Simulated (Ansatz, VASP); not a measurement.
# Cross-check of LaBi between VASP and Ansatz

Wanted: the spread between two codes on one cell, functional and k mesh. The cell is a member of a volume series, scaled by 1.06 from a relaxed one, so a pressure remains.

Main program and level: Ansatz 0.2.0; plane waves, with VASP 6.6.1 beside it; single point at LDA and band structure at LDA, spin-orbit coupling.

**1. The structure**

It takes space group Fm-3m (No. 225, cubic). The conventional cell has a = 6.631 Å, b = 6.631 Å, c = 6.631 Å, α = 90.00°, β = 90.00°, γ = 90.00°. Nearest to La lie 6 Bi at 3.32 Å. Nearest to Bi lie 6 La at 3.32 Å. Farther neighbours are not listed.

Structure file:

```
La Bi
1.0
     0.00000    3.31556    3.31556
     3.31556    0.00000    3.31556
     3.31556    3.31556    0.00000
La Bi
1 1
Direct
  0.50000 0.50000 0.50000
  0.00000 0.00000 0.00000
```

**2. VASP: single point, LDA**

A single point gives forces, pressure and levels at one fixed geometry, so differences don't come from the geometry; what else differs is listed under the comparison.

Lines of VASP's logs that name or quote its potential files are left out, and so is its time.

INCAR reads:

```
SYSTEM = LaBi
PREC = Accurate
ENCUT = 400
EDIFF = 1E-06
NELM = 100
ISMEAR = 1
SIGMA = 0.2
LREAL = .FALSE.
ALGO = Normal
GGA = CA
NBANDS = 19
LASPH = .TRUE.
LORBIT = 11
LWAVE = .FALSE.
LCHARG = .FALSE.
KPAR = 2
ISIF = 2
```

POSCAR reads:

```
LaBi
1.0
    0.0000000000      3.3155639350      3.3155639350
    3.3155639350      0.0000000000      3.3155639350
    3.3155639350      3.3155639350      0.0000000000
La Bi
1 1
Direct
    0.5000000000      0.5000000000      0.5000000000
    0.0000000000      0.0000000000      0.0000000000
```

KPOINTS reads:

```
Automatic mesh
0
Gamma
7 7 7
0 0 0
```

PAW data sets: La and Bi_d (LDA family, release 64).

Started as:

```
$ mpirun -np 2 vasp_std
```

Numbers of over 12 decimals in the logs are rounded to 6 here.

The program printed:

```text
[banner, memory and clock lines left out]
running    2 mpi-ranks, on    1 nodes
 distrk:  each k-point on    1 cores,    2 groups
 distr:  one band on    1 cores,    1 groups

 POSCAR found type information on POSCAR LaBi
 POSCAR found :  2 types and       2 ions
 LDA part: xc-table for (Slater(with rela. corr.)+CA(PZ))
 , standard interpolation
 POSCAR, INCAR and KPOINTS ok, starting setup
 FFT: planning ... GRIDC
 FFT: planning ... GRID_SOFT
 FFT: planning ... GRID
 WAVECAR not read
 entering main loop
       N       E                     dE             d eps       ncg     rms          rms(c)
DAV:   1     0.259880578802E+03    0.25988E+03   -0.98574E+03   760   0.153E+03
DAV:   2     0.172186110859E+02   -0.24266E+03   -0.23601E+03   923   0.353E+02
DAV:   3    -0.984995654378E+01   -0.27069E+02   -0.26599E+02   953   0.157E+02
DAV:   4    -0.122296746752E+02   -0.23797E+01   -0.22532E+01  1456   0.359E+01
DAV:   5    -0.123436391424E+02   -0.11396E+00   -0.11394E+00  1138   0.557E+00    0.290E+00
DAV:   6    -0.122823835003E+02    0.61256E-01   -0.29289E-01  1498   0.301E+00    0.155E+00
DAV:   7    -0.122547810951E+02    0.27602E-01   -0.65534E-02  1189   0.251E+00    0.450E-01
DAV:   8    -0.122545523730E+02    0.22872E-03   -0.33311E-03  1304   0.492E-01    0.206E-01
DAV:   9    -0.122544363250E+02    0.11605E-03   -0.11415E-03  1168   0.279E-01    0.245E-02
DAV:  10    -0.122544346942E+02    0.16308E-05   -0.11458E-04  1368   0.949E-02    0.102E-02
DAV:  11    -0.122544373275E+02   -0.26333E-05   -0.14190E-05  1152   0.252E-02    0.336E-03
DAV:  12    -0.122544374755E+02   -0.14798E-06   -0.20348E-06   856   0.103E-02
   1 F= -.12254437E+02 E0= -.12254983E+02  d E =0.163581E-02
```

Parts of OUTCAR (step 2):

```text
ion  position               nearest neighbor table
   1  0.500  0.500  0.500-   2 3.32   2 3.32   2 3.32   2 3.32   2 3.32   2 3.32
   2  0.000  0.000  0.000-   1 3.32   1 3.32   1 3.32   1 3.32   1 3.32   1 3.32

  LATTYP: Found a face centered cubic cell.
 ALAT       =     6.6311278700

 Subroutine GETGRP returns: Found 48 space group operations
 (whereof 48 operations were pure point group operations)

The static configuration has the point symmetry O_h .

 Found     20 irreducible k-points:

   k-points           NKPTS =     20   k-points in BZ     NKDIM =     20   number of bands    NBANDS=     19

   dimension x,y,z NGX =    32 NGY =   32 NGZ =   32
   dimension x,y,z NGXF=    64 NGYF=   64 NGZF=   64

   ENCUT  =  400.0 eV  29.40 Ry    5.42 a.u.   7.65  7.65  7.65*2*pi/ulx,y,z

   NELECT =      26.0000    total number of electrons

 k-points in reciprocal lattice and weights: Automatic mesh
   0.00000000  0.00000000  0.00000000       0.003
   0.14285714  0.00000000  0.00000000       0.023
   0.28571429  0.00000000  0.00000000       0.023
   0.42857143  0.00000000  0.00000000       0.023
   0.14285714  0.14285714  0.00000000       0.017
   0.28571429  0.14285714  0.00000000       0.070
   0.42857143  0.14285714  0.00000000       0.070
  -0.42857143  0.14285714  0.00000000       0.070
  -0.28571429  0.14285714  0.00000000       0.070
[...]
-0.42857143  0.42857143  0.14285714       0.070
  -0.28571429  0.42857143  0.14285714       0.070

 average (electrostatic) potential at core
       1 -97.8383       2-103.2961

 E-fermi :   6.3649

 k-point     1 :       0.0000    0.0000    0.0000
  band No.  band energies     occupation
    ...
      6     -15.1295      2.00000
      7      -9.8928      2.00000
      8      -9.8928      2.00000
      9      -9.8928      2.00000
     10      -3.9770      2.00000
     11       6.6366     -0.06633
     12       6.6366     -0.06633
     13       6.6366     -0.06633
     14       7.6387     -0.00000
     15       7.6387     -0.00000
    ...

 k-point     2 :       0.1429    0.0000    0.0000
  band No.  band energies     occupation
    ...
      9      -9.8869      2.00000
     10      -3.8066      2.00000
     11       5.5743      2.00000
     12       6.0876      2.06452
     13       6.0876      2.06452
     14       7.6058     -0.00000
     15       7.8067     -0.00000
     16       7.8067     -0.00000
     17       8.1676     -0.00000
     18       8.2847     -0.00000
    ...

 k-point     3 :       0.2857    0.0000    0.0000
  band No.  band energies     occupation
    ...
      9      -9.8735      2.00000
     10      -3.4067      2.00000
     11       4.1767      2.00000
     12       5.3290      2.00000
     13       5.3290      2.00000
     14       7.6926     -0.00000
     15       8.0334     -0.00000
     16       8.0334     -0.00000
     17       8.2701     -0.00000
     18       8.2703     -0.00000
    ...

  Total       -1.3393214     -1.3393214     -1.3393214      0.0000000      0.0000000      0.0000000
  in kB      -29.4369745    -29.4369745    -29.4369745      0.0000000      0.0000000      0.0000000
  external PRESSURE =     -29.4369745 kB  Pullay stress =       0.0000000 kB

  energy-cutoff  :      400.00
  volume of cell :       72.90
      direct lattice vectors                 reciprocal lattice vectors
     0.000000000  3.315563935  3.315563935    -0.150803908  0.150803908  0.150803908
     3.315563935  0.000000000  3.315563935     0.150803908 -0.150803908  0.150803908
     3.315563935  3.315563935  0.000000000     0.150803908  0.150803908 -0.150803908

 POSITION                                       TOTAL-FORCE (eV/Angst)
 -----------------------------------------------------------------------------------
      3.31556      3.31556      3.31556         0.000000      0.000000      0.000000
      0.00000      0.00000      0.00000        -0.000000     -0.000000     -0.000000
 -----------------------------------------------------------------------------------
    total drift:                                0.000000     -0.000000     -0.000000

  FREE ENERGIE OF THE ION-ELECTRON SYSTEM (eV)
  ---------------------------------------------------
  free  energy   TOTEN  =       -12.2544374755 eV

  energy  without entropy=      -12.2560732889  energy(sigma->0) =      -12.25498275

 total charge
# of ion       s       p       d       f       tot
--------------------------------------------------
    1        2.028   5.633   0.675   0.135   8.472
    2        1.441   1.719   9.877   0.000  13.036
--------------------------------------------------
tot          3.469   7.352  10.551   0.135  21.508

[... 3 further parts left out ...]
```

The k-mesh is coarse for a metal. The scan keeps the cell's shape and the fractional positions fixed.

**3. Ansatz: single point, LDA**

Ansatz runs on its default PAW (the set named soft_2) files.

The same cell, functional (in two slightly different forms), mesh and smearing now go to Ansatz, which takes its cutoff from its data sets.

input.yaml reads:

```yaml
crystal:
  lattice:
    - [0.0, 3.315563935, 3.315563935]
    - [3.315563935, 0.0, 3.315563935]
    - [3.315563935, 3.315563935, 0.0]
  atoms:
    - { symbol: La, position: [0.5, 0.5, 0.5] }
    - { symbol: Bi, position: [0.0, 0.0, 0.0] }
hamiltonian:
  xc: lda
  pseudopotentials: { kind: paw }
kpoints:
  mp_grid: { grid: [7, 7, 7] }
scf:
  occupations: { method: methfessel_paxton, width: 0.2 }
  n_extra_bands: 4
output:
  forces: true
  stress: true
  eigenvalues: true
  write_density: true
  write_potential: true
  elf: true
  volumetric_format: npy
```

Started as:

```
$ ansatz run input.yaml --threads 2 --pin off --max-ram 4608MiB --backend cpu --events-out ev --progress --plain --runs-dir out
```

The program printed:

```text
scf.n_extra_bands = 4 over 13 filled bands (N_el = 26.0): the run solves 17 bands
Engine: ansatz 0.2.0, aarch64-unknown-linux-gnu
Pseudopotentials: kind: paw
Pseudopotential: La, paw, valence charge 11, recommended cutoff 420 eV (normal), La.paw.azcp
Pseudopotential: Bi, paw, valence charge 15, recommended cutoff 420 eV (normal), Bi.paw.azcp
Functional definition: SPW92
  exchange = slater_x
  correlation = pw_c
Crystal: 2 atoms, lattice volume = 72.896 Å³
Basis set: ecut = 420 eV, 1411 PW (Γ)
Bands: 17, of which v1, the nominal top of the filled ones, is band 13 counted from 1 (12 counted from 0)
Symmetry: 48 space group operations
Space group: Fm-3m (ITA 225), of the structure as read, at distance tolerance 4.2e-5 Å
k-points: 20 of 343
Non-local potential: La, projectors of the file, l = 0: 3, l = 1: 2, l = 2: 2, l = 3: 3
Non-local potential: Bi, projectors of the file, l = 0: 2, l = 1: 2, l = 2: 2, l = 3: 2
PAW form: soft (Blöchl's): semilocal exchange-correlation on the pseudo side does not see the compensation charge
PAW frozen core: La, regenerated for the run's functional, and the local potential with it (the file was generated under x = pbe(κ = 0.804, μ = 0.219515), c = pbe(β = 0.066725))
PAW frozen core: Bi, regenerated for the run's functional, and the local potential with it (the file was generated under x = pbe(κ = 0.804, μ = 0.219515), c = pbe(β = 0.066725))
PAW one-centre angular grid: La, 590 points (default); XC on 64 Gauss nodes
PAW one-centre angular grid: Bi, 590 points (default); XC on 64 Gauss nodes
Initial density: superposition of atomic densities (neutral atoms: chi_scale 0, normalization atom), corrected by the library's trained network
Initial wavefunctions: pseudopotential atomic-orbital guess
Functional: x = slater, c = lda
SCF iter   1: F=—  HF=-18164.117741 eV  |F-HF|=—  |Δ(HF+E_count)|=         —  Δρ=3.41e-3  dr2=4.30e-3  ethr=1.77e-3  ⟨swp⟩=3.6  Hψ=1360  notcnv=0
preconditioner: auto → none  [insulator: Δε(μ)=0.326 eV  Ē_g=5.126 eV  σ=0.200 eV  W_gap=0.81  n_scr=14 (ndim 8)  ℏωp=12.3 eV  f_vac=0.000  D(μ)=0.31/eV (n_scr^D=0)  ε∞_Penn≈6.8]
SCF iter   2: F=—  HF=-18164.117299 eV  |F-HF|=—  |Δ(HF+E_count)|=   4.42e-4  S|Δr|=    0.00e0  Δρ=1.43e-3  dr2=6.42e-4  ethr=1.65e-5  ⟨swp⟩=2.0  Hψ=750  notcnv=0
SCF iter   3: F=—  HF=-18164.117402 eV  |F-HF|=—  |Δ(HF+E_count)|=   1.03e-4  S|Δr|=    0.00e0  Δρ=4.88e-4  dr2=2.80e-4  ethr=2.47e-6  ⟨swp⟩=2.1  Hψ=598  notcnv=0
SCF iter   4: F=—  HF=-18164.117335 eV  |F-HF|=—  |Δ(HF+E_count)|=   6.72e-5  S|Δr|=    0.00e0  Δρ=1.78e-4  dr2=1.11e-5  ethr=1.08e-6  ⟨swp⟩=3.0  Hψ=611  notcnv=0
SCF iter   5: F=—  HF=-18164.117319 eV  |F-HF|=—  |Δ(HF+E_count)|=   1.58e-5  S|Δr|=    0.00e0  Δρ=3.21e-5  dr2=5.88e-7  ethr=4.26e-8  ⟨swp⟩=2.7  Hψ=576  notcnv=0
SCF iter   6: F=-18164.117319 eV  HF=-18164.117319 eV  |F-HF|=1.07e-8  |Δ(HF+E_count)|=   8.09e-8  S|Δr|=    0.00e0  Δρ=4.43e-6  dr2=1.89e-8  ethr=3.85e-10  ⟨swp⟩=11.6  Hψ=2893  notcnv=0
SCF 1 converged in 6 iterations: F = -18164.117319 eV  dr2 = 1.89e-8
  greatest PAW one-centre occupation: 0.986 electrons in one spin orbital (limit 2), on the Bi atom at site 1 (counted from 0), in its partial waves of l = 2
SCF converged after 6 iterations
Stability not checked: this state was not tested for a lower state beside it, because cold or Methfessel-Paxton smearing, or corrected tetrahedra, fill the levels in a way that the test cannot read (fill_not_monotonic; see scf.lower_state_search)
Free energy (F): -18164.117319 eV
Harris-Foulkes:  -18164.117319 eV  (|F-HF|=1.07e-8)
Internal energy: -18164.118935 eV  (E = F + TS)
E sigma→0 (E₀):  -18164.117723 eV
Entropy (-TS):   0.001617 eV (0.808 meV/atom)
Fermi energy:    9.536338 eV
--- Per-component energies (eV) ---
  E_band       = -158.662716
  E_kinetic    = 495.772203
  E_local      = -1977.913881  (includes V_loc(G=0)·N_el)
  E_nonlocal   = 661.003747
  E_hartree    = 655.351223
  E_xc         = -287.832294
  E_vxc        = -290.929428  (∫ρ·V_xc dr)
  E_paw        = -15597.953625  (= ΣΔE_a)
  E_vpaw       = -357.299883  (= ΣTr[D̂ρ^β])
  E_aug_tail   = -0.000527  (compensation charges beyond the density's cutoff)
  E_ewald      = -2112.863613
  E_core_change = 0.317832  (= ΣΔE_core)
  E_smearing   = 0.001617  (= −TS)
  E_closure    = 0.000000  (closes the sum)
  Σ components = -18164.117319   (vs F -18164.117319, Δ=0.00e0)
--- Forces (eV/Å), atoms counted from 1 ---
  atom   1  La     0.00000000     0.00000000     0.00000000
  atom   2  Bi    -0.00000000     0.00000000     0.00000000
  max |Σ_I F_I| component: 1.64e-29 eV/Å
--- Stress (GPa, compression-positive) ---
       -2.913116      -0.000000      -0.000000
        0.000000      -2.913116      -0.000000
        0.000000      -0.000000      -2.913116
  P = ⅓ Tr σ = -2.9131 GPa (-29.131 kbar)
--- Band table (eV; the first three rows and the last of 20) ---
  k-point 0: bands = [... 9 lower, -0.8528, 9.8076, 9.8076, 9.8076, 10.8122, 10.8122, 10.8122, 11.1866]
  k-point 1: bands = [... 9 lower, -0.6834, 8.7373, 9.2577, 9.2577, 10.7801, 10.9814, 10.9814, 11.3475]
  k-point 2: bands = [... 9 lower, -0.2860, 7.3380, 8.4987, 8.4987, 10.8683, 11.2119, 11.2119, 11.4504]
  k-point 19: bands = [... 9 lower, -0.2081, 7.6449, 8.1276, 8.3454, 10.9239, 11.1754, 11.3492, 11.3748]
```

Run time: 1.4 s. Hardware: 2 threads of Arm Neoverse V1, shared host; peak memory 0.34 GiB.

In the SCF lines HF is the Harris–Foulkes energy and dr2 the Hartree energy of the density residual, in eV; the loop may stop once dr2 is under the threshold and the program's other checks hold. Hψ counts applications of the Hamiltonian.

The run ends at a pressure of -2.91 GPa.

**4. Comparison**

Known differences besides the PAW data sets themselves: the two LDA forms differ slightly; the cutoff is 420 eV in Ansatz and 400 eV in VASP; Ansatz makes its cores anew for this functional, VASP keeps those of its LDA data sets. Total energies have different zeros and are not compared.

The two programs side by side:

```
      quantity  Ansatz   VASP  difference
pressure (GPa)   -2.91  -2.94       +0.03
```

Ansatz's pressure holds a Pulay correction of 0.01 GPa; VASP's holds none.

**5. Ansatz: band structure, LDA, spin-orbit coupling**

Levels along a path test the potential and the projectors away from the mesh points. The cell compared in this pair holds 68.77 Å³, against 72.90 Å³ for the pair before.

The cell comes out of the VASP series on this material, whose earlier steps may have relaxed, scaled or displaced it; both programs get it as it stands.

input.yaml reads:

```yaml
crystal:
  lattice:
    - [0.0, 3.2517872099, 3.2517872099]
    - [3.2517872099, 0.0, 3.2517872099]
    - [3.2517872099, 3.2517872099, 0.0]
  atoms:
    - { symbol: La, position: [0.5, 0.5, 0.5] }
    - { symbol: Bi, position: [0.0, 0.0, 0.0] }
hamiltonian:
  xc: lda
  pseudopotentials: { kind: paw_fr }
magnetization:
  noncollinear: true
  spin_orbit: true
kpoints:
  mp_grid: { grid: [6, 6, 6] }
  band_path:
    path:
      - [0.0, 0.0, 0.0]
      - [0.16667, 0.0, 0.16667]
      - [0.33333, 0.0, 0.33333]
      - [0.5, 0.0, 0.5]
      - [0.5, 0.08333, 0.58333]
      - [0.5, 0.18333, 0.68333]
      - [0.5, 0.25, 0.75]
      - [0.45, 0.3, 0.75]
      - [0.40833, 0.34167, 0.75]
      - [0.35, 0.35, 0.7]
      - [0.225, 0.225, 0.45]
      - [0.075, 0.075, 0.15]
      - [0.03333, 0.03333, 0.03333]
      - [0.23333, 0.23333, 0.23333]
      - [0.4, 0.4, 0.4]
      - [0.51667, 0.46667, 0.51667]
      - [0.55833, 0.38333, 0.55833]
      - [0.60833, 0.28333, 0.60833]
      - [0.60833, 0.25, 0.64167]
      - [0.55833, 0.25, 0.69167]
      - [0.51667, 0.25, 0.73333]
      - [0.5, 0.3, 0.7]
      - [0.5, 0.38333, 0.61667]
      - [0.5, 0.48333, 0.51667]
      - [0.475, 0.475, 0.55]
      - [0.425, 0.425, 0.65]
      - [0.38333, 0.38333, 0.73333]
      - [0.59167, 0.18333, 0.59167]
      - [0.55, 0.1, 0.55]
      - [0.5, 0.0, 0.5]
    npoints: 1
scf:
  occupations: { method: methfessel_paxton, width: 0.2 }
  n_extra_bands: 14
output:
  forces: true
  stress: true
  eigenvalues: true
  write_density: true
  write_potential: true
  elf: true
  volumetric_format: npy
```

The program printed:

```text
[...]
non-collinear run that drives no moment, with spin-orbit: no starting moment large enough to seed its density (crystal.atoms[].spin), no starting occupations that ask for one, no magnetisation constraint and no magnetic field, so the semilocal B_xc is pinned to zero
Crystal: 2 atoms, lattice volume = 68.770 Å³
Basis set: ecut = 420 eV, 1363 PW (Γ)
[...]
k-point 1: bands = [... 22 lower, 9.8255, 9.8255, 10.2210, 10.2210, 11.5532, 11.5532, 11.7858, 11.7858, ... 10 higher]
  k-point 2: bands = [... 22 lower, 8.6840, 8.6840, 9.3300, 9.3300, 11.7562, 11.7562, 12.0764, 12.0764, ... 10 higher]
  k-point 15: bands = [... 22 lower, 9.0907, 9.0907, 9.3624, 9.3624, 11.4236, 11.4236, 12.0852, 12.0852, ... 10 higher]
[key lines of the parts left out:]
SCF converged after 8 iterations
Magnetization: |M| = 0.0000 μB,  M = (+0.0000, +0.0000, +0.0000) μB
Free energy (F): -18209.200720 eV
Fermi energy:    10.553875 eV
P = ⅓ Tr σ = -0.4637 GPa (-4.637 kbar)
```

Elapsed: 12 s, on 2 threads; peak memory 0.56 GiB.

[end of part 1 of 2]

[Lines on the potential files, build, host, timing and source positions are cut from VASP's logs without a mark.]

[Logs are printed without paths, hosts, clocks, repeated set-up lines and the standing remarks that a program may print on its own settings, such as how far it seeks lower states.]

[Hosts, paths, dates, database ids (printed as entryN), source tags and the programs' standing remarks are cut or masked in the printed files.]
